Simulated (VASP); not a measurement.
Input of a VASP 6.6.1 run:

The input INCAR:

```
ALGO = Normal
EDIFF = 1E-7
EDIFFG = -0.005
ENCUT = 520
GGA = PE
IBRION = 2
ISIF = 3
ISMEAR = 0
KPAR = 4
LASPH = T
LCHARG = F
LREAL = F
LWAVE = F
NELM = 120
NSW = 60
POTIM = 0.3
PREC = Accurate
SIGMA = 0.1
```

Contents of KPOINTS:

```
k-points
0
Gamma
  10 10 4
```

POSCAR

```
Ti2SnTe2                                
1.0
    3.8066341432     -0.0000000000      0.0000000000
   -1.9033170666      3.2966418724      0.0000000000
   -0.0000000000      0.0000000000     10.5369646814
  Ti              Sn              Te            
     2     1     2
Direct
     0.3333333300000021    0.6666666699999979    0.1666256237690989
     0.6666666699999979    0.3333333300000021    0.8333743762309008
     0.0000000000000000    0.0000000000000000    0.0000000000000000
     0.6666666699999979    0.3333333300000021    0.3258389634657606
     0.3333333300000021    0.6666666699999979    0.6741610365342394
```

Potentials or basis: VASP PAW PBE potentials, release 64 (Ti_sv, Sn_d, Te).

Launch:

```console
$ cat potpaw_PBE.64/Ti_sv/POTCAR potpaw_PBE.64/Sn_d/POTCAR potpaw_PBE.64/Te/POTCAR > POTCAR
$ mpirun -np 4 vasp_std > vasp.out
```

(1) What does it give for the relaxed volume?

(2) What does it give for the space group after relaxing (to 0.05 Å)?

Answers

(1) 26.45 Å³/atom.

(2) P-3m1 (No. 164).

Caveat: this functional lacks dispersion, which binds the layers, so the pressure and a relaxed spacing across them are unreliable.
